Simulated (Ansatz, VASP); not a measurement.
HfMg2C2: VASP beside Ansatz

INCAR

```
PREC = Accurate
ENCUT = 600
EDIFF = 1E-6
ISMEAR = 0
SIGMA = 0.1
LREAL = F
LASPH = T
NELM = 100
ALGO = Normal
ISIF = 3
LWAVE = F
LCHARG = F
GGA = PE
IBRION = 2
NSW = 90
EDIFFG = -0.04
```

File KPOINTS:

```
regular mesh
0
Gamma
  6 6 2
```

Contents of POSCAR:

```
HfMg2C2
1.0
    3.2075563100      0.0000000000      0.0000000000
   -1.6037781600      2.7778252500      0.0000000000
    0.0000000000      0.0000000000      7.7072553800
Mg Hf C
2 1 2
Direct
    0.3333333300      0.6666666700      0.8427823600
    0.6666666700      0.3333333300      0.1572176400
    0.0000000000      0.0000000000      0.5000000000
    0.3333333300      0.6666666700      0.3230224000
    0.6666666700      0.3333333300      0.6769776000
```

Input for Ansatz:

```yaml
crystal:
  lattice:
    - [3.20755631, 0.0, 0.0]
    - [-1.60377816, 2.77782525, 0.0]
    - [0.0, 0.0, 7.70725538]
  atoms:
    - { symbol: Mg, position: [0.33333333, 0.66666667, 0.84278236] }
    - { symbol: Mg, position: [0.66666667, 0.33333333, 0.15721764] }
    - { symbol: Hf, position: [0.0, 0.0, 0.5] }
    - { symbol: C, position: [0.33333333, 0.66666667, 0.3230224] }
    - { symbol: C, position: [0.66666667, 0.33333333, 0.6769776] }
basis:
  ecutwfc: 420
kpoints:
  mp_grid: { grid: [6, 6, 2] }
hamiltonian:
  xc: pbe
scf:
  occupations: { method: gaussian, width: 0.1 }
  lower_state_search: "off"
output:
  forces: true
  stress: true
  eigenvalues: true
relax:
  adjacent_minimum: "off"
  f_tol: 0.04
  max_steps: 70
  cell: { stress_tol: 0.4 }
```

Alike in both runs: task relaxation of cell and atoms; functional PBE; k mesh 6 × 6 × 2; occupations gaussian, width 0.1 eV; no spin polarisation.

|  | VASP | Ansatz |
| --- | --- | --- |
| version | VASP 6.6.1 | Ansatz 0.2.0 |
| potentials or method | VASP PAW PBE potentials, release 64 (Mg, Hf_pv, C) | scalar-relativistic, plane waves, PAW |
| plane-wave cutoff (eV) | 600 | 420 |
| valence electrons in the cell | 22 | 54 |

```csv
,VASP,Ansatz,Ansatz less VASP
"gap on the k mesh at the Fermi level, each at its own relaxed structure (eV)",none,none,-
relaxed volume (Å³/atom),14.56,15.02,+0.457
relaxed cell length with the largest relative difference (Å),7.273,7.630,+0.3569
energy change over the relaxation (meV/atom),-104,-107,-3.0
```

A gap of «none» marks a metal or a gap that the smearing closes. The two sets of potentials don't hold the same shells in valence.

Caveats: the k mesh is coarse (spacing up to 0.41 Å⁻¹), so the values aren't converged. The runs have no spin-orbit coupling, so splittings on Hf are missing.
